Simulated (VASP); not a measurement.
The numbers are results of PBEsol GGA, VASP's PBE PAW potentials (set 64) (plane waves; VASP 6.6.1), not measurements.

VASP input:

File POSCAR:
```
Al3InAs4
1
    0.0037169798     5.7843957166     5.7655276813
    5.7843957166     0.0037169798     5.7655276813
    2.8940563482     2.8940563482     0.0000000000
In As Al
1 4 3
Direct
  0.9994042186   0.9994042186   0.0011915628
  0.1357196308   0.1357196308   0.2285607384
  0.1299443596   0.6093816723   0.2606739681
  0.6093816723   0.1299443596   0.2606739681
  0.6250241100   0.6250241100   0.2499517800
  0.9997824859   0.5006017701   0.9996157441
  0.5006017701   0.9997824859   0.9996157441
  0.5001417527   0.5001417527   0.9997164945
```

KPOINTS:
```
kpoints
0
G
3 3 6
```

**INCAR**
```
# general
SYSTEM =Al3InAs4
PREC   =Accurate
ENCUT  =400
LREAL  =.FALSE.
LASPH  =.TRUE.

# electronic loop
EDIFF  =1E-6
NELM   =100
ALGO   =Normal
LMAXMIX=4

# smearing
ISMEAR =0
SIGMA  =0.05

# functional
GGA    =PS

# ions
IBRION =2
NSW    =60
ISIF   =3
EDIFFG =-0.02

# output
LWAVE  =.FALSE.
LCHARG =.FALSE.
```

POTCAR, in this order: In_d As Al (PBE.64 set). Program: vasp_std.

Unless said otherwise, spin-orbit coupling is left out, though it shifts the bands of the heavy elements here.

Task: Predict the energy per atom (σ→0), volume per atom, band gap (on the k-mesh).

Result: 
```
Property                           Value
------------------------  --------------
energy per atom (σ→0)     -4.815 eV/atom
band gap (on the k-mesh)         1.11 eV
volume per atom            24.15 Å³/atom
```

### OSZICAR
```
...
       N       E                     dE             d eps       ncg     rms          rms(c)
DAV:   1    -0.385215575338E+02   -0.85088E-03   -0.23825E-02  1148   0.142E+00    0.131E-01
DAV:   2    -0.385211769458E+02    0.38059E-03   -0.15246E-03  1198   0.477E-01    0.618E-02
DAV:   3    -0.385210569904E+02    0.11996E-03   -0.38046E-04  1224   0.229E-01    0.224E-02
DAV:   4    -0.385210516257E+02    0.53648E-05   -0.40017E-05  1108   0.444E-02    0.189E-02
DAV:   5    -0.385210482879E+02    0.33378E-05   -0.30431E-06   912   0.156E-02    0.477E-03
DAV:   6    -0.385210478471E+02    0.44080E-06   -0.92993E-07   604   0.683E-03
   2 F= -.38521048E+02 E0= -.38521048E+02  d E =-.341168E-03
```

The structure was generated: Al3InAs4 was put into an ordered model structure (Amm2), which need not be its known phase. This run relaxes it. Symmetry was kept, so distortions that lower it aren't found. The start is the result of an earlier pass.
